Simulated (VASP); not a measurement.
A convergence study with VASP on SrO (rock salt): one setting is varied, all else stays as given below, so the limit is that of these other settings. Each run relaxes cell and ions; the cell shown is the tightest run's result. The basis is that of the starting cell, so low cut-offs carry a Pulay error.

```
SrO
1.0
    0.00000     2.60253     2.60253
    2.60253     0.00000     2.60253
    2.60253     2.60253     0.00000
Sr O
1 1
Direct
  0.00000   0.00000   0.00000
  0.50000   0.50000   0.50000
```

These are PBE GGA, VASP's PBE PAW potentials (set 64) (plane waves; VASP) values and carry that method's errors. The tightest run used: 800 eV cut-off, 8×8×8 Γ-centred mesh, Gaussian smearing of 0.050 eV, potentials Sr_sv O.

The reference is ENCUT = 800, which took about 3 core-minutes. The timings are rough (shared machines, no repeats); factors under 2 mean little.

Task: Of the settings ENCUT = 250; ENCUT = 300; ENCUT = 350; ENCUT = 400; ENCUT = 450; ENCUT = 500; ENCUT = 550; ENCUT = 600; ENCUT = 650; ENCUT = 700; ENCUT = 750; ENCUT = 800, which is the lowest that keeps the difference from the reference in relaxed volume (Å³/atom) within 0.1 from there on, and what does it cost?

Result: ENCUT = 500; its cost over the reference is about 1/2.
```csv
setting,difference in relaxed volume (Å³/atom),cost over the reference
ENCUT = 250,3.638,about 1/3
ENCUT = 300,2.279,within a factor of 2
ENCUT = 350,1.225,about 1/2
ENCUT = 400,0.544,about 1/4
ENCUT = 450,0.165,about 1/2
ENCUT = 500,0.021,about 1/2
ENCUT = 550,0.002,about 1/3
ENCUT = 600,0.013,within a factor of 2
ENCUT = 650,0.025,within a factor of 2
ENCUT = 700,0.023,within a factor of 2
ENCUT = 750,0.012,within a factor of 2
ENCUT = 800,0.000,reference
```

Left out are rungs that failed or repeat a setting and relaxations that didn't move; long series are thinned to 24 rows.

The compound is SrO in the rock salt structure.
